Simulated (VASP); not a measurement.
A VASP calculation is set up with these files.

### INCAR
```
SYSTEM = Pd
PREC = Accurate
ENCUT = 400
EDIFF = 1E-6
NELM = 100
ALGO = Normal
LREAL = .FALSE.
LASPH = .TRUE.
ISMEAR = 1
SIGMA = 0.1
GGA = PE
LMAXMIX = 4
LWAVE = .FALSE.
LCHARG = .FALSE.
ISIF = 2
ICHARG = 11
```

### POSCAR
```
Pd
1
    0.0000000000     1.9450000000     1.9450000000
    1.9450000000     0.0000000000     1.9450000000
    1.9450000000     1.9450000000     0.0000000000
Pd
1
Direct
  0.0000000000   0.0000000000   0.0000000000
```

**KPOINTS**
```
Automatic mesh
0
Gamma
12 12 12
0 0 0
```

POTCAR, in this order: Pd (PBE.64 set). Program: vasp_std.

The run wrote:

**standard output**
```
 POSCAR found type information on POSCAR Pd
 POSCAR found :  1 types and       1 ions
 Reading from existing POTCAR
 Reading from existing POTCAR
 LDA part: xc-table for (Slater+PW92), standard interpolation
 WARNING: stress and forces are not correct
 POSCAR, INCAR and KPOINTS ok, starting setup
 WAVECAR not read
 WARNING: CHGCAR is incomplete

 -----------------------------------------------------------------------------
|                                                                             |
|     EEEEEEE  RRRRRR   RRRRRR   OOOOOOO  RRRRRR      ###     ###     ###     |
|     E        R     R  R     R  O     O  R     R     ###     ###     ###     |
|     E        R     R  R     R  O     O  R     R     ###     ###     ###     |
|     EEEEE    RRRRRR   RRRRRR   O     O  RRRRRR       #       #       #      |
|     E        R   R    R   R    O     O  R   R                               |
|     E        R    R   R    R   O     O  R    R      ###     ###     ###     |
|     EEEEEEE  R     R  R     R  OOOOOOO  R     R     ###     ###     ###     |
|                                                                             |
|     ICHARG>10                                                               |
|                                                                             |
|       ---->  I REFUSE TO CONTINUE WITH THIS SICK JOB ... BYE!!! <----       |
|                                                                             |
 -----------------------------------------------------------------------------
```

Question: Read the log: what went wrong, and how is it fixed?

Answer: The cause: ICHARG = 11 asks for a fixed density, but there is no CHGCAR. VASP stops with an error: ERROR: charge density could not be read from file CHGCAR for ICHARG>10 ----> I REFUSE TO CONTINUE WITH THIS SICK JOB ... BYE!!! <---- To mend it, run self-consistently first and keep its CHGCAR, or remove ICHARG. The plain static run on this cell (PBE GGA, plane waves, VASP's PBE PAW potentials (set 64)) converges, and its OSZICAR ends with
```
   1 F= -.52072356E+01 E0= -.52065368E+01  d E =-.209652E-02
```

The compound is Pd in the fcc structure. The cell was not relaxed at this level.
